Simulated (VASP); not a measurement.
# TiSi2 under strain, part 2 of 4

Aim: follow the pressure of TiSi2 through compression, expansion and shear. All runs use PBEsol. Left out of this account: 1 further run (self-consistent run: a reference on another mesh). The start is a computed cell from the Materials Project.

VASP 6.6.1; PBEsol; plane waves and PAW (Ti_sv, Si).

So far, pressure (GPa): step 2 (bands, cell as listed) -2.25.

## 3. Bands, volume times 1.04

The cell is expanded evenly, with fractional positions held.

Contents of INCAR:

```
SYSTEM = TiSi2
PREC = Accurate
ENCUT = 400
EDIFF = 1E-06
NELM = 100
ISMEAR = -1
SIGMA = 0.05
LREAL = .FALSE.
ALGO = Normal
GGA = PS
NBANDS = 36
LASPH = .TRUE.
LORBIT = 11
LWAVE = .FALSE.
LCHARG = .FALSE.
KPAR = 4
```

Contents of POSCAR:

```
TiSi2
1.0
    1.7883327548     -6.8482296503      0.0000000000
    1.7883327548      6.8482296503      0.0000000000
    0.0000000000      0.0000000000      3.6120895340
Ti Si
2 4
Direct
    0.8968819200      0.1031180800      0.7500000000
    0.1031180800      0.8968819200      0.2500000000
    0.5582514500      0.4417485500      0.7500000000
    0.4417485500      0.5582514500      0.2500000000
    0.2496851800      0.7503148200      0.7500000000
    0.7503148200      0.2496851800      0.2500000000
```

Contents of KPOINTS:

```
Automatic mesh
0
Gamma
9 9 9
0 0 0
```

Contents of KPOINTS_OPT:

```
Line mode
16
Line-mode
Reciprocal
  0.00000000   0.00000000   0.00000000 GAMMA
  0.26704826   0.26704826   0.00000000 X

  0.26704826   0.26704826   0.00000000 X
  0.00000000   0.50000000   0.00000000 S

  0.00000000   0.50000000   0.00000000 S
  0.00000000   0.50000000   0.50000000 R

  0.00000000   0.50000000   0.50000000 R
  0.26704826   0.26704826   0.50000000 A

  0.26704826   0.26704826   0.50000000 A
  0.00000000   0.00000000   0.50000000 Z

  0.00000000   0.00000000   0.50000000 Z
  0.00000000   0.00000000   0.00000000 GAMMA

  0.00000000   0.00000000   0.00000000 GAMMA
 -0.50000000   0.50000000   0.00000000 Y

 -0.50000000   0.50000000   0.00000000 Y
 -0.26704826   0.73295174   0.00000000 X1

 -0.26704826   0.73295174   0.00000000 X1
 -0.26704826   0.73295174   0.50000000 A1

 -0.26704826   0.73295174   0.50000000 A1
 -0.50000000   0.50000000   0.50000000 T

 -0.50000000   0.50000000   0.50000000 T
 -0.50000000   0.50000000   0.00000000 Y

  0.00000000   0.00000000   0.50000000 Z
 -0.50000000   0.50000000   0.50000000 T
```

PAW data sets: Ti_sv and Si (PBE family, release 64).

Command:

```bash
> mpirun -np 4 vasp_std
```

Log:

```text
[banner, memory and clock lines left out]
running    4 mpi-ranks, on    1 nodes
 distrk:  each k-point on    1 cores,    4 groups
 distr:  one band on    1 cores,    1 groups

 POSCAR found type information on POSCAR TiSi
 POSCAR found :  2 types and       6 ions
 [... a notice as in an earlier step ...]

 LDA part: xc-table for (Slater+PW92), standard interpolation
 POSCAR, INCAR and KPOINTS ok, starting setup
 FFT: planning ... GRIDC
 FFT: planning ... GRID_SOFT
 FFT: planning ... GRID
 WAVECAR not read
 entering main loop
       N       E                     dE             d eps       ncg     rms          rms(c)
DAV:   1     0.345058916595E+03    0.34506E+03   -0.15421E+04  9016   0.976E+02
DAV:   2    -0.816152343179E+01   -0.35322E+03   -0.33696E+03  9192   0.317E+02
DAV:   3    -0.448123460378E+02   -0.36651E+02   -0.35797E+02 13876   0.913E+01
DAV:   4    -0.477302358841E+02   -0.29179E+01   -0.28796E+01 12584   0.224E+01
DAV:   5    -0.478589296190E+02   -0.12869E+00   -0.12866E+00 12532   0.414E+00    0.186E+01
DAV:   6    -0.446755551932E+02    0.31834E+01   -0.21965E+01 11916   0.347E+01    0.817E+00
DAV:   7    -0.437278132440E+02    0.94774E+00   -0.59938E+00 10808   0.195E+01    0.583E+00
DAV:   8    -0.435937864013E+02    0.13403E+00   -0.64389E-01 10520   0.618E+00    0.984E-01
DAV:   9    -0.435822238334E+02    0.11563E-01   -0.71285E-02 11128   0.198E+00    0.579E-01
DAV:  10    -0.435830840697E+02   -0.86024E-03   -0.61350E-03 11912   0.509E-01    0.213E-01
DAV:  11    -0.435829412706E+02    0.14280E-03   -0.15021E-03 11956   0.306E-01    0.670E-02
DAV:  12    -0.435828904863E+02    0.50784E-04   -0.17379E-04 10996   0.104E-01    0.155E-02
DAV:  13    -0.435828920881E+02   -0.16017E-05   -0.13111E-05 12064   0.209E-02    0.704E-03
DAV:  14    -0.435828918524E+02    0.23561E-06   -0.39767E-06 10448   0.165E-02
   1 F= -.43582892E+02 E0= -.43576746E+02  d E =-.122907E-01
 Start KPOINTS_OPT (optional k-point list driver)
k-point batch [1-125\192]
       N       E                     dE             ncg
DAV:   1     0.678673669955E+04   -0.95799E+05     9056
DAV:   2    -0.370751773170E+05   -0.43862E+05     9188
DAV:   3    -0.418090495738E+05   -0.47339E+04    13780
DAV:   4    -0.421845844661E+05   -0.37553E+03    12236
DAV:   5    -0.422023442840E+05   -0.17760E+02    12064
DAV:   6    -0.422024628405E+05   -0.11856E+00    11752
DAV:   7    -0.422024659205E+05   -0.30800E-02    12236
DAV:   8    -0.422024659818E+05   -0.61232E-04    10628
DAV:   9    -0.422024659846E+05   -0.28058E-05     7428
DAV:  10    -0.422024659849E+05   -0.28622E-06     6168
k-point batch [126-192\192]
       N       E                     dE             ncg
DAV:   1     0.348703402402E+05   -0.63038E+05     4840
DAV:   2     0.112685325119E+05   -0.23602E+05     4868
DAV:   3     0.876208880662E+04   -0.25064E+04     7168
DAV:   4     0.854534515592E+04   -0.21674E+03     6700
DAV:   5     0.853547041295E+04   -0.98747E+01     6432
DAV:   6     0.853540995611E+04   -0.60457E-01     6468
DAV:   7     0.853540860271E+04   -0.13534E-02     6488
DAV:   8     0.853540858580E+04   -0.16909E-04     5992
DAV:   9     0.853540858534E+04   -0.45625E-06     3856
```

The job ended after 5 min (4 MPI ranks of AMD EPYC 7R43, shared host; peak memory 1.8 GiB; 16 min of CPU time).

Parts of OUTCAR (step 3):

```text
  LATTYP: Found a base centered orthorhombic cell.
 ALAT       =     3.5766655096
 B/A-ratio  =     3.8293934012
 C/A-ratio  =     1.0099042039

 Found    125 irreducible k-points:

   ENCUT  =  400.0 eV  29.40 Ry    5.42 a.u.  11.54 11.54  5.89*2*pi/ulx,y,z

   NELECT =      40.0000    total number of electrons

 E-fermi :   9.9923

 k-point     1 :       0.0000    0.0000    0.0000
  band No.  band energies     occupation
    ...
     15       7.4471      2.00000
     16       7.5303      2.00000
     17       7.9141      2.00000
     18       7.9149      2.00000
     19       7.9470      2.00000
     20      10.4357      0.00028
     21      10.5299      0.00004
     22      10.7681      0.00000
     23      10.8357      0.00000
     24      11.2959      0.00000
    ...

 k-point     2 :       0.1111   -0.0000    0.0000
  band No.  band energies     occupation
    ...
     15       7.2604      2.00000
     16       7.3803      2.00000
     17       7.6348      2.00000
     18       8.3726      2.00000
     19       8.4050      2.00000
     20      10.2951      0.00468
     21      10.5380      0.00004
     22      10.6940      0.00000
     23      10.8626      0.00000
     24      11.1315      0.00000
    ...

  Total       -4.1208092     -3.8073697     -4.1183385      0.0000000      0.0000000      0.0000000
  in kB      -74.6238993    -68.9478104    -74.5791569      0.0000000      0.0000000      0.0000000
  external PRESSURE =     -72.7169555 kB  Pullay stress =       0.0000000 kB

  energy-cutoff  :      400.00
  volume of cell :       88.47
      direct lattice vectors                 reciprocal lattice vectors
     1.788332755 -6.848229650  0.000000000     0.279590025 -0.073011570  0.000000000
     1.788332755  6.848229650  0.000000000     0.279590025  0.073011570  0.000000000
     0.000000000  0.000000000  3.612089534     0.000000000  0.000000000  0.276848066

 POSITION                                       TOTAL-FORCE (eV/Angst)
 -----------------------------------------------------------------------------------
      1.78833     -5.43588      2.70907         0.000000      0.081606     -0.000000
      1.78833      5.43588      0.90302         0.000000     -0.081606     -0.000000
      1.78833     -0.79784      2.70907         0.000000     -0.069756     -0.000000
      1.78833      0.79784      0.90302         0.000000      0.069756      0.000000
      1.78833      3.42843      2.70907         0.000000     -0.004865     -0.000000
      1.78833     -3.42843      0.90302         0.000000      0.004865      0.000000
 -----------------------------------------------------------------------------------
    total drift:                                0.000000     -0.000000     -0.000000

  FREE ENERGIE OF THE ION-ELECTRON SYSTEM (eV)
  ---------------------------------------------------
  free  energy   TOTEN  =       -43.5828918524 eV

  energy  without entropy=      -43.5706011359  energy(sigma->0) =      -43.57674649

 total charge
# of ion       s       p       d       tot
------------------------------------------
    1        2.157   6.130   2.066  10.353
    2        2.157   6.130   2.066  10.353
    3        0.770   0.894   0.000   1.664
    4        0.770   0.894   0.000   1.664
    5        0.750   0.862   0.000   1.613
    6        0.750   0.862   0.000   1.613
--------------------------------------------------
tot          7.353  15.772   4.133  27.258

[... 4 parts as in an earlier step ...]

[... 7 further parts left out ...]
```

Numbers from this step:

| Item | Value |
| --- | --- |
| free energy (TOTEN) | -43.58 eV |
| energy at zero smearing | -43.58 eV |
| Fermi energy | 9.992 eV |
| pressure | -7.272 GPa |

The electronic bands at the labelled points (eV, zero at the Fermi level; # counts the bands kept, so #1 is VASP's band 9):

```csv
point,#9,#10,#11,#12,#13,#14,#15,#16
Γ,-2.08,-2.08,-2.05,0.44,0.54,0.78,0.84,1.30
0.47 of the way,-2.23,-1.59,-1.29,-0.54,0.61,0.75,0.96,1.05
X,-1.67,-1.10,-0.75,-0.70,-0.23,1.03,1.37,1.44
0.47 of the way,-1.62,-1.26,-0.71,-0.69,-0.30,1.03,1.47,1.51
S,-1.61,-1.45,-0.65,-0.56,-0.53,1.04,1.35,1.53
0.47 of the way,-3.33,-2.60,-1.68,-1.54,0.72,1.05,1.55,1.76
R,-3.16,-3.16,-2.37,-2.37,1.64,1.64,1.75,1.75
0.47 of the way,-3.23,-3.23,-2.32,-2.32,1.65,1.65,1.75,1.75
A,-3.30,-3.30,-2.29,-2.29,1.68,1.68,1.75,1.75
0.47 of the way,-3.04,-3.04,-1.49,-1.49,0.60,0.60,1.66,1.66
Z,-1.57,-1.57,-0.05,-0.05,0.78,0.78,1.43,1.43
0.53 of the way,-1.86,-1.82,-0.64,-0.33,0.23,0.35,1.31,1.58
Γ,-2.08,-2.08,-2.05,0.44,0.54,0.78,0.84,1.30
0.47 of the way,-2.25,-1.99,-1.28,0.41,0.51,0.79,0.82,0.91
Y,-2.44,-1.92,-1.16,0.37,0.61,0.71,0.86,0.94
0.47 of the way,-2.60,-1.56,-0.32,-0.15,0.01,0.18,0.98,1.68
X1,-1.67,-1.10,-0.75,-0.70,-0.23,1.03,1.37,1.44
0.47 of the way,-2.85,-2.83,-1.71,-1.50,0.72,1.18,1.55,1.72
A1,-3.30,-3.30,-2.29,-2.29,1.68,1.68,1.75,1.75
0.47 of the way,-2.98,-2.98,-2.37,-2.37,1.60,1.60,1.69,1.69
T,-1.98,-1.98,-0.85,-0.85,0.40,0.40,1.55,1.55
0.47 of the way,-2.03,-1.77,-1.09,-0.36,0.42,0.70,0.91,1.38
Y,-2.44,-1.92,-1.16,0.37,0.61,0.71,0.86,0.94
jump to Z,-1.57,-1.57,-0.05,-0.05,0.78,0.78,1.43,1.43
0.47 of the way,-2.03,-2.03,-0.45,-0.45,0.55,0.55,1.53,1.53
T,-1.98,-1.98,-0.85,-0.85,0.40,0.40,1.55,1.55
```

Of the projections kept (Ti, Si), the largest for each band there; the rest of the weight can lie on other orbitals:

```csv
point,#9,#10,#11,#12,#13,#14,#15,#16
Γ,Ti 0.86,Si 0.54,Ti 0.57,Ti 1.00,Si 0.71,Ti 1.00,Ti 0.99,Ti 0.81
X,Ti 0.64,Ti 0.78,Ti 0.90,Ti 0.78,Ti 0.77,Ti 0.51,Ti 0.55,Ti 0.96
S,Ti 0.69,Ti 0.63,Ti 0.91,Ti 0.55,Ti 0.88,Si 0.59,Si 0.77,Ti 0.96
R,Si 0.58,Si 0.58,Ti 0.64,Ti 0.64,Ti 0.98,Ti 0.98,Ti 0.99,Ti 0.99
A,Si 0.62,Si 0.62,Ti 0.65,Ti 0.65,Ti 0.98,Ti 0.98,Ti 0.99,Ti 0.99
Z,Ti 0.85,Ti 0.85,Ti 0.76,Ti 0.76,Ti 0.53,Ti 0.53,Ti 0.63,Ti 0.63
```

Force by atom:

```csv
atom,x (eV/Å),y (eV/Å),z (eV/Å),size
Ti1,0.0000,0.0816,0.0000,0.0816
Ti2,0.0000,-0.0816,0.0000,0.0816
Si3,0.0000,-0.0698,0.0000,0.0698
Si4,0.0000,0.0698,0.0000,0.0698
Si5,0.0000,-0.0049,0.0000,0.0049
Si6,0.0000,0.0049,0.0000,0.0049
```

 The pressure is -7.27 GPa.

Between step 2 and this run (cell volume +4.0 %) the value for the pressure moves from -2.25 GPa to -7.27 GPa.

## 4. Bands, volume times 1.08

The cell is expanded evenly, with fractional positions held.

INCAR is that of step 3.

POSCAR: that of step 3 with these lines changed.

```diff
@@ -2,5 +2,5 @@
 1.0
-    1.7883327548     -6.8482296503      0.0000000000
-    1.7883327548      6.8482296503      0.0000000000
-    0.0000000000      0.0000000000      3.6120895340
+    1.8109722817     -6.9349253050      0.0000000000
+    1.8109722817      6.9349253050      0.0000000000
+    0.0000000000      0.0000000000      3.6578170407
 Ti Si
```

KPOINTS is that of step 3.

KPOINTS_OPT is that of step 3.

Command:

```bash
> mpirun -np 4 vasp_std
```

Log:

```text
[... set-up lines as in an earlier step ...]
 entering main loop
       N       E                     dE             d eps       ncg     rms          rms(c)
DAV:   1     0.338425360252E+03    0.33843E+03   -0.15400E+04  9032   0.969E+02
DAV:   2    -0.876589158816E+01   -0.34719E+03   -0.33199E+03  9168   0.313E+02
DAV:   3    -0.447937818808E+02   -0.36028E+02   -0.35214E+02 13784   0.898E+01
DAV:   4    -0.477284680780E+02   -0.29347E+01   -0.28957E+01 12580   0.224E+01
DAV:   5    -0.478638520187E+02   -0.13538E+00   -0.13534E+00 12552   0.418E+00    0.178E+01
DAV:   6    -0.446918181171E+02    0.31720E+01   -0.24049E+01 11940   0.351E+01    0.874E+00
DAV:   7    -0.435466248488E+02    0.11452E+01   -0.68251E+00 10752   0.205E+01    0.558E+00
DAV:   8    -0.434039336234E+02    0.14269E+00   -0.73930E-01 10360   0.642E+00    0.106E+00
DAV:   9    -0.433882103708E+02    0.15723E-01   -0.77772E-02 11192   0.204E+00    0.577E-01
DAV:  10    -0.433891305564E+02   -0.92019E-03   -0.78562E-03 11908   0.580E-01    0.245E-01
DAV:  11    -0.433888465156E+02    0.28404E-03   -0.23215E-03 11712   0.379E-01    0.832E-02
DAV:  12    -0.433887657379E+02    0.80778E-04   -0.25758E-04 10932   0.125E-01    0.172E-02
DAV:  13    -0.433887683226E+02   -0.25847E-05   -0.22382E-05 12132   0.274E-02    0.113E-02
DAV:  14    -0.433887669155E+02    0.14071E-05   -0.76553E-06 10936   0.224E-02    0.334E-03
DAV:  15    -0.433887667793E+02    0.13618E-06   -0.53924E-07  5776   0.632E-03
   1 F= -.43388767E+02 E0= -.43382348E+02  d E =-.128370E-01
 Start KPOINTS_OPT (optional k-point list driver)
k-point batch [1-125\192]
       N       E                     dE             ncg
DAV:   1     0.414557190749E+04   -0.96485E+05     9032
DAV:   2    -0.392738630700E+05   -0.43419E+05     9232
DAV:   3    -0.439491840575E+05   -0.46753E+04    13500
DAV:   4    -0.443550905773E+05   -0.40591E+03    12324
DAV:   5    -0.443751433812E+05   -0.20053E+02    11960
DAV:   6    -0.443752839582E+05   -0.14058E+00    11920
DAV:   7    -0.443752872140E+05   -0.32558E-02    12084
DAV:   8    -0.443752872779E+05   -0.63864E-04    10780
DAV:   9    -0.443752872806E+05   -0.27440E-05     7376
DAV:  10    -0.443752872809E+05   -0.25404E-06     6224
k-point batch [126-192\192]
       N       E                     dE             ncg
DAV:   1     0.326515336206E+05   -0.64623E+05     4856
DAV:   2     0.933489732412E+04   -0.23317E+05     4940
DAV:   3     0.685114131798E+04   -0.24838E+04     7224
DAV:   4     0.662727595048E+04   -0.22387E+03     6644
DAV:   5     0.661647080814E+04   -0.10805E+02     6392
DAV:   6     0.661640086778E+04   -0.69940E-01     6492
DAV:   7     0.661639931861E+04   -0.15492E-02     6456
DAV:   8     0.661639930148E+04   -0.17124E-04     6044
DAV:   9     0.661639930105E+04   -0.43074E-06     3884
```

The job ended after 4.7 min (4 MPI ranks; peak memory 1.9 GiB; 15 min of CPU time).

From OUTCAR (step 4):

```text
  LATTYP: Found a base centered orthorhombic cell.
 ALAT       =     3.6219445634
 B/A-ratio  =     3.8293934010
 C/A-ratio  =     1.0099042039

 Found    125 irreducible k-points:

   ENCUT  =  400.0 eV  29.40 Ry    5.42 a.u.  11.69 11.69  5.96*2*pi/ulx,y,z

   NELECT =      40.0000    total number of electrons

 E-fermi :   9.5309

 k-point     1 :       0.0000    0.0000    0.0000
  band No.  band energies     occupation
    ...
     15       7.0340      2.00000
     16       7.1655      2.00000
     17       7.4572      2.00000
     18       7.5345      2.00000
     19       7.5579      2.00000
     20       9.9166      0.00089
     21       9.9616      0.00036
     22      10.2737      0.00000
     23      10.3488      0.00000
     24      10.7922      0.00000
    ...

 k-point     2 :       0.1111    0.0000    0.0000
  band No.  band energies     occupation
    ...
     15       6.8727      2.00000
     16       6.9787      2.00000
     17       7.2572      2.00000
     18       7.9546      2.00000
     19       8.0074      2.00000
     20       9.8261      0.00544
     21      10.0582      0.00005
     22      10.0982      0.00002
     23      10.3705      0.00000
     24      10.6287      0.00000
    ...

  Total       -6.6067528     -5.9560869     -6.9589422      0.0000000     -0.0000000      0.0000000
  in kB     -115.2107694   -103.8642392   -121.3523656      0.0000000     -0.0000000      0.0000000
  external PRESSURE =    -113.4757914 kB  Pullay stress =       0.0000000 kB

  energy-cutoff  :      400.00
  volume of cell :       91.88
      direct lattice vectors                 reciprocal lattice vectors
     1.810972282 -6.934925305  0.000000000     0.276094783 -0.072098830  0.000000000
     1.810972282  6.934925305  0.000000000     0.276094783  0.072098830  0.000000000
     0.000000000  0.000000000  3.657817041     0.000000000  0.000000000  0.273387102

 POSITION                                       TOTAL-FORCE (eV/Angst)
 -----------------------------------------------------------------------------------
      1.81097     -5.50469      2.74336         0.000000      0.167194      0.000000
      1.81097      5.50469      0.91445         0.000000     -0.167194      0.000000
      1.81097     -0.80794      2.74336         0.000000      0.032742      0.000000
      1.81097      0.80794      0.91445         0.000000     -0.032742     -0.000000
      1.81097      3.47183      2.74336         0.000000     -0.012362      0.000000
      1.81097     -3.47183      0.91445         0.000000      0.012362     -0.000000
 -----------------------------------------------------------------------------------
    total drift:                                0.000000     -0.000000     -0.000000

  FREE ENERGIE OF THE ION-ELECTRON SYSTEM (eV)
  ---------------------------------------------------
  free  energy   TOTEN  =       -43.3887667793 eV

  energy  without entropy=      -43.3759297801  energy(sigma->0) =      -43.38234828

 total charge
# of ion       s       p       d       tot
------------------------------------------
    1        2.152   6.118   2.030  10.299
    2        2.152   6.118   2.030  10.299
    3        0.771   0.873   0.000   1.643
    4        0.771   0.873   0.000   1.643
    5        0.753   0.840   0.000   1.593
    6        0.753   0.840   0.000   1.593
--------------------------------------------------
tot          7.350  15.660   4.060  27.070

[... 5 parts as in an earlier step ...]

[... 6 further parts left out ...]
```

This step gave:

* SCF cycles: 15
* free energy (TOTEN): -43.39 eV
* energy at zero smearing: -43.38 eV
* Fermi energy: 9.531 eV
* pressure: -11.35 GPa

Electronic bands along the path, in eV, zero at the Fermi level; # counts the bands kept, so #1 is VASP's band 9:

| point | #9 | #10 | #11 | #12 | #13 | #14 | #15 | #16 |
| --- | --- | --- | --- | --- | --- | --- | --- | --- |
| Γ | -2.07 | -2.00 | -1.97 | 0.39 | 0.43 | 0.74 | 0.82 | 1.26 |
| 0.47 of the way | -2.15 | -1.57 | -1.23 | -0.51 | 0.51 | 0.72 | 0.92 | 1.01 |
| X | -1.60 | -1.06 | -0.70 | -0.67 | -0.22 | 0.92 | 1.34 | 1.36 |
| 0.53 of the way | -1.55 | -1.25 | -0.66 | -0.63 | -0.32 | 0.92 | 1.35 | 1.42 |
| S | -1.53 | -1.41 | -0.60 | -0.53 | -0.50 | 0.93 | 1.25 | 1.45 |
| 0.53 of the way | -3.42 | -2.59 | -1.68 | -1.68 | 0.83 | 1.04 | 1.49 | 1.67 |
| R | -3.09 | -3.09 | -2.28 | -2.28 | 1.56 | 1.56 | 1.65 | 1.65 |
| 0.47 of the way | -3.16 | -3.16 | -2.24 | -2.24 | 1.57 | 1.57 | 1.66 | 1.66 |
| A | -3.23 | -3.23 | -2.20 | -2.20 | 1.59 | 1.59 | 1.65 | 1.65 |
| 0.53 of the way | -2.70 | -2.70 | -1.27 | -1.27 | 0.46 | 0.46 | 1.55 | 1.55 |
| Z | -1.49 | -1.49 | -0.05 | -0.05 | 0.73 | 0.73 | 1.39 | 1.39 |
| 0.53 of the way | -1.77 | -1.77 | -0.63 | -0.33 | 0.24 | 0.34 | 1.24 | 1.46 |
| Γ | -2.07 | -2.00 | -1.97 | 0.39 | 0.43 | 0.74 | 0.82 | 1.26 |
| 0.53 of the way | -2.18 | -1.94 | -1.18 | 0.39 | 0.39 | 0.75 | 0.79 | 0.82 |
| Y | -2.32 | -1.89 | -1.11 | 0.37 | 0.60 | 0.69 | 0.77 | 0.82 |
| 0.47 of the way | -2.52 | -1.52 | -0.30 | -0.13 | 0.01 | 0.17 | 0.88 | 1.62 |
| X1 | -1.60 | -1.06 | -0.70 | -0.67 | -0.22 | 0.92 | 1.34 | 1.36 |
| 0.53 of the way | -2.95 | -2.75 | -1.85 | -1.56 | 0.83 | 1.17 | 1.49 | 1.67 |
| A1 | -3.23 | -3.23 | -2.20 | -2.20 | 1.59 | 1.59 | 1.65 | 1.65 |
| 0.47 of the way | -2.89 | -2.89 | -2.29 | -2.29 | 1.52 | 1.52 | 1.60 | 1.60 |
| T | -1.91 | -1.91 | -0.80 | -0.80 | 0.34 | 0.34 | 1.47 | 1.47 |
| 0.47 of the way | -1.98 | -1.68 | -1.04 | -0.40 | 0.41 | 0.68 | 0.84 | 1.31 |
| Y | -2.32 | -1.89 | -1.11 | 0.37 | 0.60 | 0.69 | 0.77 | 0.82 |
| jump to Z | -1.49 | -1.49 | -0.05 | -0.05 | 0.73 | 0.73 | 1.39 | 1.39 |
| 0.53 of the way | -2.03 | -2.03 | -0.50 | -0.50 | 0.46 | 0.46 | 1.45 | 1.45 |
| T | -1.91 | -1.91 | -0.80 | -0.80 | 0.34 | 0.34 | 1.47 | 1.47 |

Of the projections kept (Ti, Si), the largest for each band there; the rest of the weight can lie on other orbitals:

```csv
point,#9,#10,#11,#12,#13,#14,#15,#16
Γ,Si 0.57,Ti 0.57,Ti 0.86,Si 0.67,Ti 1.00,Ti 1.00,Ti 0.99,Ti 0.82
X,Ti 0.65,Ti 0.78,Ti 0.90,Ti 0.79,Ti 0.77,Ti 0.52,Ti 0.56,Ti 0.96
S,Ti 0.70,Ti 0.62,Ti 0.91,Ti 0.56,Ti 0.88,Si 0.58,Si 0.77,Ti 0.96
R,Si 0.59,Si 0.59,Ti 0.65,Ti 0.65,Ti 0.98,Ti 0.98,Ti 0.99,Ti 0.99
A,Si 0.63,Si 0.63,Ti 0.65,Ti 0.65,Ti 0.99,Ti 0.99,Ti 0.99,Ti 0.99
Z,Ti 0.85,Ti 0.85,Ti 0.76,Ti 0.76,Ti 0.54,Ti 0.54,Ti 0.63,Ti 0.63
```

Force by atom:

```
atom  x (eV/Å)  y (eV/Å)  z (eV/Å)   size
 Ti1     0.000     0.167     0.000  0.167
 Ti2     0.000    -0.167     0.000  0.167
 Si3     0.000     0.033     0.000  0.033
 Si4     0.000    -0.033     0.000  0.033
 Si5     0.000    -0.012     0.000  0.012
 Si6     0.000     0.012     0.000  0.012
```

 The pressure is -11.35 GPa.

Between step 2 and this run (cell volume +8.0 %) the value for the pressure moves from -2.25 GPa to -11.3 GPa.

[end of part 2 of 4]

[Lines on the potential files, build, host, timing and source positions are cut from VASP's logs without a mark.]

[Logs are printed without paths, hosts, clocks, repeated set-up lines and the standing remarks that a program may print on its own settings, such as how far it seeks lower states.]

[Hosts, paths, dates, database ids (printed as entryN), source tags and the programs' standing remarks are cut or masked in the printed files.]

[A measured line is paired with the nearest computed mode of its activity, which favours agreement.]
